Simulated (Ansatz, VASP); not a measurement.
# Be2N in two plane-wave programs

Wanted: the spread between two codes on one cell, functional and k mesh. The cell is generated by rule, not measured, and may not be a known phase. The cell is taken from a series of runs on this material, whose earlier steps may have relaxed, scaled, displaced or heated it; both programs get it as it stands.

Calculated with Ansatz 0.2.0; plane waves, with VASP 6.6.1 beside it; zone-centre phonons at PBEsol.

The structure was built from a prototype and need not be the compound's stable phase.

### Step 1. Starting point

It takes space group R-3m (No. 166, trigonal). Conventional cell: a = 2.648 Å, b = 2.648 Å, c = 12.048 Å, α = 90.00°, β = 90.00°, γ = 120.00°. Nearest to Be lie 3 N at 1.72 Å. Nearest to N lie 6 Be at 1.72 Å. Farther neighbours and most contacts between anions are not listed.

Structure file:

```
Be N
1.0
     1.32380    0.76430    4.01609
    -1.32380    0.76430    4.01609
     0.00000   -1.52859    4.01609
Be N
2 1
Direct
  0.26720 0.26720 0.26720
  0.73280 0.73280 0.73280
  0.00000 0.00000 0.00000
```

### Step 2. Ansatz: zone-centre phonons, PBEsol

Ansatz runs on its default PAW (the set named soft_2) files.

Second derivatives magnify differences that forces hide, and they need a tight electronic threshold.

Contents of input.yaml:

```yaml
crystal:
  lattice:
    - [1.3238019118, 0.7642973901, 4.0160918286]
    - [-1.3238019118, 0.7642973901, 4.0160918286]
    - [0.0, -1.5285947803, 4.0160918286]
  atoms:
    - { symbol: Be, position: [0.2672013696, 0.2672013696, 0.2672013696] }
    - { symbol: Be, position: [0.7327986304, 0.7327986304, 0.7327986304] }
    - { symbol: "N", position: [0.0, 0.0, 0.0] }
kpoints:
  mp_grid: { grid: [18, 18, 18] }
hamiltonian:
  xc: pbesol
scf:
  occupations: { method: methfessel_paxton, width: 0.15 }
output:
  eigenvalues: true
phonons:
  method: dfpt
```

On the command line:

```bash
ansatz run input.yaml --threads 8 --pin off --max-ram 14336MiB --backend cpu --events-out ev --progress --plain --runs-dir out
```

Numbers of over 12 decimals in the logs are rounded to 6 here.

The log of the run:

```text
Engine: ansatz 0.2.0, x86_64-unknown-linux-gnu
Pseudopotentials: kind: paw
Pseudopotential: Be, paw, valence charge 2, recommended cutoff 420 eV (normal), Be.paw.azcp
Pseudopotential: N, paw, valence charge 5, recommended cutoff 420 eV (normal), N.paw.azcp
Functional definition: PBEsol
  exchange = pbesol_x
  correlation = pbesol_c
Crystal: 3 atoms, lattice volume = 24.380 Å³
Basis set: ecut = 420 eV, 481 PW (Γ), exchange–correlation on 60×60×60 points (8 copies of the dense FFT grid, shifted against one another)
Bands: 9, of which v1, the nominal top of the filled ones, is band 5 counted from 1 (4 counted from 0)
Symmetry: 12 space group operations
k-points: 1550 of 5832 (irreducible under 2 space group operations, time reversal used)
Non-local potential: Be, projectors of the file, l = 0: 2, l = 1: 2, l = 2: 1
Non-local potential: N, projectors of the file, l = 0: 2, l = 1: 2, l = 2: 1
PAW form: soft (Blöchl's): semilocal exchange-correlation on the pseudo side does not see the compensation charge
PAW frozen core: Be, regenerated for the run's functional, and the local potential with it (the file was generated under x = pbe(κ = 0.804, μ = 0.219515), c = pbe(β = 0.066725))
PAW frozen core: N, regenerated for the run's functional, and the local potential with it (the file was generated under x = pbe(κ = 0.804, μ = 0.219515), c = pbe(β = 0.066725))
PAW one-centre angular grid: Be, 110 points (default); XC on 64 Gauss nodes
PAW one-centre angular grid: N, 110 points (default); XC on 64 Gauss nodes
Initial density: superposition of atomic densities (neutral atoms: chi_scale 0, normalization atom), corrected by the library's trained network
Initial wavefunctions: pseudopotential atomic-orbital guess
Functional: x = pbesol(κ = 0.804, μ = 0.123457), c = pbesol(β = 0.046)
SCF iter   1: F=—  HF=-560.639071 eV  |F-HF|=—  |Δ(HF+E_count)|=         —  Δρ=1.47e-2  dr2=5.05e-2  ethr=1.77e-3  ⟨swp⟩=5.1  Hψ=101752  notcnv=0
preconditioner: auto → none  [metal: Δε(μ)=0.015 eV  Ē_g=14.606 eV  σ=0.150 eV  W_gap=0.09  n_scr=2 (ndim 8)  ℏωp=22.6 eV  f_vac=0.000  D(μ)=0.71/eV (n_scr^D=2)  sad-step TF]
SCF iter   2: F=—  HF=-560.624953 eV  |F-HF|=—  |Δ(HF+E_count)|=   1.41e-2  S|Δr|=    0.00e0  Δρ=3.17e-3  dr2=2.13e-3  ethr=5.61e-4  ⟨swp⟩=1.0  Hψ=26423  notcnv=0
SCF iter   3: F=—  HF=-560.624045 eV  |F-HF|=—  |Δ(HF+E_count)|=   9.08e-4  S|Δr|=    0.00e0  Δρ=1.11e-3  dr2=1.38e-4  ethr=2.37e-5  ⟨swp⟩=2.3  Hψ=19071  notcnv=0
SCF iter   4: F=—  HF=-560.623952 eV  |F-HF|=—  |Δ(HF+E_count)|=   9.27e-5  S|Δr|=    0.00e0  Δρ=1.06e-4  dr2=2.76e-6  ethr=1.53e-6  ⟨swp⟩=2.0  Hψ=20591  notcnv=0
SCF iter   5: F=—  HF=-560.623952 eV  |F-HF|=—  |Δ(HF+E_count)|=   8.16e-7  S|Δr|=    0.00e0  Δρ=1.24e-5  dr2=2.39e-8  ethr=3.06e-8  ⟨swp⟩=2.6  Hψ=20127  notcnv=0
SCF iter   6: F=—  HF=-560.623951 eV  |F-HF|=—  |Δ(HF+E_count)|=   1.30e-7  S|Δr|=    0.00e0  Δρ=1.11e-6  dr2=1.30e-10  ethr=2.65e-10  ⟨swp⟩=2.2  Hψ=20680  notcnv=0
SCF iter   7: F=-560.623951 eV  HF=-560.623951 eV  |F-HF|=2.27e-12  |Δ(HF+E_count)|=  3.80e-11  S|Δr|=    0.00e0  Δρ=1.51e-7  dr2=3.35e-12  ethr=1.00e-12  ⟨swp⟩=5.7  Hψ=52502  notcnv=0
SCF 1 converged in 7 iterations: F = -560.623951 eV  dr2 = 3.35e-12
  greatest PAW one-centre occupation: 0.791 electrons in one spin orbital (limit 2), on the N atom at site 2 (counted from 0), in its partial waves of l = 0
DFPT response loops at Γ: preconditioner auto → Kerker (q_TF=auto, 2.311 Å⁻¹) (partly filled bands, converged f_vac=0.000); β = 1.00, the filter's whole step (`scf.mixing.beta` (0.50) is not read by the response loops under this deck's `scf.mixing.preconditioner`; to damp them name `kerker` or `kerker_dos`, under which they read `scf.mixing.beta`, and type it under 1.00, their step now; both keys bind the ground state too); Broyden in place of MSR1
SCF converged after 7 iterations
Stability not checked: this state was not tested for a lower state beside it, because cold or Methfessel-Paxton smearing, or corrected tetrahedra, fill the levels in a way that the test cannot read (fill_not_monotonic; see scf.lower_state_search)
Free energy (F): -560.623951 eV
Harris-Foulkes:  -560.623951 eV  (|F-HF|=2.27e-12)
Internal energy: -560.623698 eV  (E = F + TS)
E sigma→0 (E₀):  -560.623888 eV
Entropy (-TS):   -0.000254 eV (-0.085 meV/atom)
Fermi energy:    8.373308 eV
--- Per-component energies (eV) ---
  E_band       = 1.735507
  E_kinetic    = 175.741346
  E_local      = -314.258566  (includes V_loc(G=0)·N_el)
  E_nonlocal   = 54.353339
  E_hartree    = 113.269854
  E_xc         = -99.295878
  E_vxc        = -118.373014  (∫ρ·V_xc dr)
  E_paw        = -237.227325  (= ΣΔE_a)
  E_vpaw       = -22.267438  (= ΣTr[D̂ρ^β])
  E_aug_tail   = 0.000104  (compensation charges beyond the density's cutoff)
  E_ewald      = -253.253732
  E_core_change = 0.047161  (= ΣΔE_core)
  E_smearing   = -0.000254  (= −TS)
  E_closure    = -0.000000  (closes the sum)
  Σ components = -560.623951   (vs F -560.623951, Δ=0.00e0)
--- Band table (eV; the first three rows and the last of 1550) ---
  k-point 0: bands = ["-10.4944", "1.6410", "3.2777", "6.0415", "6.0415", "16.0699", "16.2225", "16.5181", "16.5181"]
  k-point 1: bands = ["-10.4416", "1.6457", "3.3913", "5.7572", "5.9432", "16.0507", "16.2395", "16.5841", "16.6610"]
  k-point 2: bands = ["-10.2842", "1.6698", "3.7178", "4.9988", "5.6763", "15.6840", "16.4320", "16.7916", "17.0264"]
  k-point 1549: bands = ["-10.3714", "-0.8917", "6.0098", "6.0098", "8.5725", "12.9317", "16.2086", "16.7115", "16.7115"]
--- Phonons (Γ-DFPT): 4 representative perturbations + reference, on 1550 of 5832 k-points (Σ response iterations 13) ---
  k mesh reduced under 2 symmetry operations, with k and −k counted as one. Each operation leaves every solved perturbation unchanged. A smaller set is not used because it would not reduce the number of displacements times k-points to solve
  ASR residual: 1.742e-4 → 0.000e0 eV/Å²; symmetrization residual: 2.322e-6 eV/Å²
  ASR residual per site (eV/Å²): 6.00e-5 6.00e-5 1.74e-4
  Γ frequencies (cm⁻¹): 0.00 0.00 0.00 526.71 526.71 565.13 719.19 719.19 778.68
  non-analytic LO–TO correction: not included (Born effective charges unavailable; polar crystals: no LO–TO splitting at Γ)
```

[end of part 1 of 2]

[Lines on the potential files, build, host, timing and source positions are cut from VASP's logs without a mark.]

[Logs are printed without paths, hosts, clocks, repeated set-up lines and the standing remarks that a program may print on its own settings, such as how far it seeks lower states.]

[Hosts, paths, dates, database ids (printed as entryN), source tags and the programs' standing remarks are cut or masked in the printed files.]
